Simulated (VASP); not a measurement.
Input for VASP

### INCAR
```
# general
SYSTEM=K
PREC  =Accurate
ENCUT =520
LREAL =F
LASPH =T

# electronic loop
EDIFF =1E-7
NELM  =100
ALGO  =Normal

# smearing
ISMEAR=1
SIGMA =0.1

# functional
GGA   =PS

# ions
ISIF  =2

# output
LWAVE =F
LCHARG=F
```

POSCAR:
```
K
1
   -2.6312755451     2.6312755451     2.6312755451
    2.6312755451    -2.6312755451     2.6312755451
    2.6312755451     2.6312755451    -2.6312755451
K
1
Direct
  0.0000000000   0.0000000000   0.0000000000
```

KPOINTS:
```
Regular mesh
0
G
10 10 10
```

POTCAR, in this order: K_sv (PBE.64 set). Program: vasp_std.

Q: Translate this PBEsol calculation to Ansatz.

A: One equivalent input (not run):
Ansatz 0.2 input:
```yaml
crystal:
  lattice:
    - [-2.6312755, 2.6312755, 2.6312755]
    - [2.6312755, -2.6312755, 2.6312755]
    - [2.6312755, 2.6312755, -2.6312755]
  atoms:
    - { symbol: K, position: [0.0000000, 0.0000000, 0.0000000] }
kpoints:
  mp_grid: { grid: [10, 10, 10] }
hamiltonian:
  xc: pbesol
  pseudopotentials: { kind: paw }
scf:
  occupations: { method: methfessel_paxton, width: 0.1 }
  max_iter: 100
output: { forces: true, stress: true, eigenvalues: true }
```
Limits of the translation: each code has its own PAW files, so the cut-off isn't converted (ENCUT is set for VASP's; basis.ecutwfc is left out, and Ansatz then takes the one that its files recommend); Ansatz stops its SCF on the density residual and VASP on the energy change (EDIFF).

The compound is K in the bcc structure. This cell is one point of a volume scan, at 1.03 of the reference volume.
